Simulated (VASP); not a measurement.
Set up this calculation in VASP 6.6.1, as the native input.

```
Task                   : single point
Functional             : PBEsol
Potentials or basis    : VASP PAW PBE potentials, release 64 (B, Ga_d)
Cutoff                 : 520 eV
k mesh                 : 5 × 5 × 3, shifted
Occupations            : fermi-dirac, width 0.0302 eV
Spin                   : no spin polarisation
Dipole correction      : no
Further INCAR settings : ALGO = Fast; EDIFF = 1e-07; NBANDS = 38
```

The structure of Ga2B lies in POSCAR:

```
Ga2B
1.0
    4.1810720100      0.0818563800      0.0598211500
   -2.0196457400      3.5418555500     -0.0840707100
    0.0961722600     -0.1005393200      6.6944328600
B Ga
2 4
Direct
    0.9323180000      0.0068860000      0.2598980000
    0.9836610000      0.9862820000      0.7310180000
    0.3192880000      0.6145190000      0.4293670000
    0.6576640000      0.4342080000      0.9830710000
    0.2872780000      0.6368380000      0.0460510000
    0.6554910000      0.3388040000      0.5573440000
```

The cell was built by a generator and needn't be a form met in nature.

The input as run:

INCAR

```
PREC = Accurate ; ENCUT = 520
EDIFF = 1E-7 ; ISMEAR = -1
SIGMA = 0.0302 ; LREAL = False
LASPH = True ; NELM = 100
ALGO = Fast ; ISIF = 2
LWAVE = False ; LCHARG = False
GGA = PS ; NBANDS = 38
```

KPOINTS

```
Automatic mesh
0
Gamma
  5 5 3
  0.5 0 0.5
```

Potentials or basis: VASP PAW PBE potentials, release 64 (B, Ga_d).

Run with:

```console
$ cat potpaw_PBE.64/B/POTCAR potpaw_PBE.64/Ga_d/POTCAR > POTCAR
$ mpirun -np 1 vasp_std > vasp.out
```

Results of the run:

* Pressure: -2.2 GPa
* Largest force: 3.959 eV/Å
* Band gap on the k mesh: none (metal or under the smearing width)

Caveat: the PAW data sets were made with another functional, which shifts forces and pressure a little.

It took 72 s on 1 thread of Intel(R) Xeon(R) Platinum 8559C (Emerald Rapids), with other jobs on the host, peak memory 0.26 GiB.
